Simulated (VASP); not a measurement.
All values below come from optB86b-vdW, VASP's PBE PAW potentials (set 64) (plane waves; VASP).

VASP input:

KPOINTS:
```
Automatic mesh
0
Gamma
9 9 9
0 0 0
```

### INCAR
```
# general
SYSTEM    =  SrVO3
PREC      =  Accurate
ENCUT     =  520
LREAL     =  .FALSE.
LASPH     =  .TRUE.

# electronic loop
EDIFF     =  1E-7
NELM      =  100
ALGO      =  Normal
LMAXMIX   =  4

# smearing
ISMEAR    =  -5

# functional
GGA       =  MK
LUSE_VDW  =  .TRUE.
AGGAC     =  0.0
PARAM1    =  0.1234
PARAM2    =  1.0

# ions
ISIF      =  2

# output
LWAVE     =  .FALSE.
LCHARG    =  .TRUE.
LORBIT    =  11
NEDOS     =  601

# other
LEFG      =  .TRUE.
```

POSCAR:
```
SrVO3
1
    3.8353980226    -0.0000000000    -0.0000000000
   -0.0000000000     3.8353980226    -0.0000000000
    0.0000000000    -0.0000000000     3.8353980226
Sr V O
1 1 3
Direct
  0.0000000000   0.0000000000   0.0000000000
  0.5000000000   0.5000000000   0.5000000000
  0.5000000000   0.0000000000   0.5000000000
  0.0000000000   0.5000000000   0.5000000000
  0.5000000000   0.5000000000   0.0000000000
```

POTCAR, in this order: Sr_sv V_sv O (PBE.64 set). Program: vasp_std.

Output of the run:

### OSZICAR
```
       N       E                     dE             d eps       ncg     rms          rms(c)
DAV:   1     0.465601369312E+03    0.46560E+03   -0.24229E+04  1680   0.179E+03
DAV:   2    -0.126574491430E+02   -0.47826E+03   -0.47492E+03  2168   0.489E+02
DAV:   3    -0.397081860983E+02   -0.27051E+02   -0.26914E+02  1776   0.126E+02
DAV:   4    -0.404944853718E+02   -0.78630E+00   -0.78600E+00  2856   0.193E+01
DAV:   5    -0.405057588499E+02   -0.11273E-01   -0.11241E-01  2032   0.179E+00    0.393E+01
DAV:   6    -0.317609796220E+02    0.87448E+01   -0.96409E+01  2224   0.748E+01    0.189E+01
DAV:   7    -0.307550657269E+02    0.10059E+01   -0.31784E+01  1976   0.508E+01    0.178E+01
DAV:   8    -0.300675444879E+02    0.68752E+00   -0.34100E+00  1896   0.169E+01    0.421E+00
DAV:   9    -0.300935303473E+02   -0.25986E-01   -0.39135E-01  2168   0.434E+00    0.195E+00
DAV:  10    -0.300792168691E+02    0.14313E-01   -0.29009E-01  1872   0.507E+00    0.861E-01
DAV:  11    -0.300720459137E+02    0.71710E-02   -0.52728E-02  1808   0.201E+00    0.247E-01
DAV:  12    -0.300718949599E+02    0.15095E-03   -0.27043E-03  2080   0.478E-01    0.894E-02
DAV:  13    -0.300718772887E+02    0.17671E-04   -0.22826E-04  2016   0.114E-01    0.214E-02
DAV:  14    -0.300718774333E+02   -0.14464E-06   -0.51317E-05  1952   0.462E-02    0.999E-03
DAV:  15    -0.300718767123E+02    0.72095E-06   -0.83001E-06  2032   0.275E-02    0.111E-02
DAV:  16    -0.300718768600E+02   -0.14764E-06   -0.21155E-06  1824   0.147E-02    0.293E-03
DAV:  17    -0.300718768744E+02   -0.14427E-07   -0.11478E-07  1080   0.270E-03
   1 F= -.30071877E+02 E0= -.30071877E+02  d E =0.000000E+00
```

### OUTCAR
```
------------------------ aborting loop because EDIFF is reached ----------------------------------------
  FORCE on cell =-STRESS in cart. coord.  units (eV):
  Direction    XX          YY          ZZ          XY          YZ          ZX
  --------------------------------------------------------------------------------------
  Total        0.0420522      0.0420522      0.0420522     -0.0000000     -0.0000000      0.0000000
  in kB        1.1941737      1.1941737      1.1941737     -0.0000000     -0.0000000      0.0000000
  external PRESSURE =       1.1941737 kB  Pullay stress =       0.0000000 kB
  volume of cell :       56.42
      direct lattice vectors                 reciprocal lattice vectors
     3.835398023  0.000000000  0.000000000     0.260729133  0.000000000  0.000000000
     0.000000000  3.835398023  0.000000000     0.000000000  0.260729133  0.000000000
     0.000000000  0.000000000  3.835398023     0.000000000  0.000000000  0.260729133
 POSITION                                       TOTAL-FORCE (eV/Angst)
 -----------------------------------------------------------------------------------
      0.00000      0.00000      0.00000         0.000000      0.000000      0.000000
      1.91770      1.91770      1.91770         0.000000      0.000000      0.000000
      1.91770      0.00000      1.91770         0.000000      0.000000      0.000000
      0.00000      1.91770      1.91770         0.000000      0.000000      0.000000
      1.91770      1.91770      0.00000         0.000000      0.000000      0.000000
 -----------------------------------------------------------------------------------
    total drift:                                0.000000      0.000000     -0.000000
  FREE ENERGIE OF THE ION-ELECTRON SYSTEM (eV)
  ---------------------------------------------------
  free  energy   TOTEN  =       -30.0718768744 eV

  energy  without entropy=      -30.0718768744  energy(sigma->0) =      -30.07187687

 total charge

# of ion       s       p       d       tot
------------------------------------------
    1        1.998   5.783   0.221   8.002
    2        2.287   6.353   2.967  11.607
    3        1.559   3.482   0.000   5.041
    4        1.559   3.482   0.000   5.041
    5        1.559   3.482   0.000   5.041
--------------------------------------------------
tot          8.962  22.582   3.188  34.732

 Electric field gradients after diagonalization (V/A^2)
 (convention: |V_zz| > |V_xx| > |V_yy|)
----------------------------------------------------------------------
 ion       V_xx      V_yy      V_zz     asymmetry (V_yy - V_xx)/ V_zz
----------------------------------------------------------------------
   1       0.000    -0.000    -0.000       0.951
   2      -0.000    -0.000    -0.000      -0.256
   3     -14.219   -14.219    28.438       0.000
   4     -14.219   -14.219    28.438       0.000
   5     -14.219   -14.219    28.438       0.000
```
(Selected blocks of OUTCAR.)

For a metal the tetrahedron method with Blöchl corrections gives inexact stress and forces.

The compound is SrVO3 in the cubic perovskite structure. It was relaxed first. The run is not spin-polarised, so no magnetic state was tried. The electron count is odd and the run is not spin-polarised, which forces a metal.
